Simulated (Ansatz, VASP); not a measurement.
**MgCdO in VASP and in Ansatz**

INCAR

```
SYSTEM = MgCdO
ALGO     = Normal         ! electronic algorithm
EDIFF    = 1E-6           ! SCF threshold, eV
ENCUT    = 520            ! plane-wave cutoff, eV
GGA      = PE             ! functional
ISIF     = 2              ! what is computed and relaxed
ISMEAR   = 0              ! smearing method
LASPH    = .TRUE.         ! aspherical terms in the spheres
LCHARG   = .FALSE.        ! write CHGCAR
LREAL    = .FALSE.        ! projectors in reciprocal space
LWAVE    = .FALSE.        ! write WAVECAR
NBANDS   = 17             ! bands
NELM     = 60             ! most SCF steps
PREC     = Accurate       ! precision mode
SIGMA    = 0.1            ! smearing width, eV
```

Contents of KPOINTS:

```
k-points
0
G
  6 6 4
  0 0 0
```

Contents of POSCAR:

```
MgCdO
1.0
    3.1668507700      0.0000000000      0.0000000000
    0.0000000000      3.1668507700      0.0000000000
    0.0000000000      0.0000000000      4.4484737900
Mg Cd O
1 1 1
Direct
    0.5000000000      0.5000000000      0.5000000000
    0.0000000000      0.0000000000      0.0000000000
    0.5000000000      0.5000000000      0.0000000000
```

Input for Ansatz:

```yaml
crystal:
  lattice:
    - [3.16685077, 0.0, 0.0]
    - [0.0, 3.16685077, 0.0]
    - [0.0, 0.0, 4.44847379]
  atoms:
    - { symbol: Mg, position: [0.5, 0.5, 0.5] }
    - { symbol: Cd, position: [0.0, 0.0, 0.0] }
    - { symbol: O, position: [0.5, 0.5, 0.0] }
basis:
  ecutwfc: 420
kpoints:
  mp_grid: { grid: [6, 6, 4] }
hamiltonian:
  xc: pbe
scf:
  occupations: { method: gaussian, width: 0.1 }
  lower_state_search: "off"
output:
  forces: true
  stress: true
  eigenvalues: true
```

Change from the starting cell: species swapped into the LiHPd type (P4/mmm, No. 123).

Alike in both runs: task single point; functional PBE; k mesh 6 × 6 × 4; occupations gaussian, width 0.1 eV; no spin polarisation.

```csv
,VASP,Ansatz
version,VASP 6.6.1,Ansatz 0.2.0
potentials or method,"VASP PAW PBE potentials, release 64 (Mg, Cd, O)","scalar-relativistic, plane waves, PAW"
plane-wave cutoff (eV),520,420
valence electrons in the cell,20,36
```

```csv
,VASP,Ansatz,Ansatz less VASP
gap on the k mesh at the Fermi level (eV),none,none,-
pressure (GPa),12.7,12.0,-0.75
largest component of the traceless stress (GPa),17.35,16.28,-1.074
```

A gap of «none» marks a metal or a gap that the smearing closes. The two sets of potentials don't hold the same shells in valence.
